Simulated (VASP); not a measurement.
The input files of a VASP run:

### KPOINTS
```
kpoints
0
Gamma
  18 18 10
```

File POSCAR:
```
Be
1
    1.1414765890    -1.9770952782     0.0000000000
    1.1414765890     1.9770952782     0.0000000000
    0.0000000000     0.0000000000     3.5753339527
Be
2
Direct
  0.3333330000   0.6666670000   0.2500000000
  0.6666670000   0.3333330000   0.7500000000
```

INCAR:
```
SYSTEM = Be
PREC = Accurate; ENCUT = 520; LREAL = .False.
LASPH = .True.
EDIFF = 1E-7; NELM = 100; ALGO = Normal
ISMEAR = 1; SIGMA = 0.1
GGA = ML; LUSE_VDW = .True.; AGGAC = 0.0
ZAB_VDW = -1.8867
IBRION = 2; NSW = 30; ISIF = 4
EDIFFG = -0.01
LWAVE = .False.; LCHARG = .False.
```

POTCAR, in this order: Be (PBE.64 set). Program: vasp_std.

Q: Translate this vdW-DF2 calculation to Quantum ESPRESSO's pw.x.

A: One equivalent input (not run):
```
&CONTROL
  calculation = 'vc-relax'
  pseudo_dir = './pseudo'
  outdir = './out'
  tprnfor = .true.
  tstress = .true.
  nstep = 30
  forc_conv_thr = 0.00039
/
&SYSTEM
  ibrav = 0
  nat = 2
  ntyp = 1
  ecutwfc = 88
  occupations = 'smearing'
  smearing = 'methfessel-paxton'
  degauss = 0.00735
  input_dft = 'vdw-df2'
/
&ELECTRONS
  conv_thr = 7.3e-09
  electron_maxstep = 100
/
&IONS
/
&CELL
  cell_dofree = 'shape'
/
ATOMIC_SPECIES
  Be 9.012 Be.upf
CELL_PARAMETERS angstrom
     1.1414766   -1.9770953    0.0000000
     1.1414766    1.9770953    0.0000000
     0.0000000    0.0000000    3.5753340
ATOMIC_POSITIONS crystal
  Be   0.3333330  0.6666670  0.2500000
  Be   0.6666670  0.3333330  0.7500000
K_POINTS automatic
  18 18 10 0 0 0
```
The two are equivalent in intent, not identical: the potentials are each code's own (VASP's PAW set, PseudoDojo norm-conserving files in pw.x), so ENCUT and ecutwfc are chosen apart and not converted; conv_thr bounds pw.x's estimated SCF error, while EDIFF bounds the energy change between steps; forc_conv_thr acts on force components and is met together with etot_conv_thr.

The compound is Be in the hcp structure. This cell is one point of a volume scan, at 1.03 of the reference volume. Symmetry was kept, so distortions that lower it aren't found.
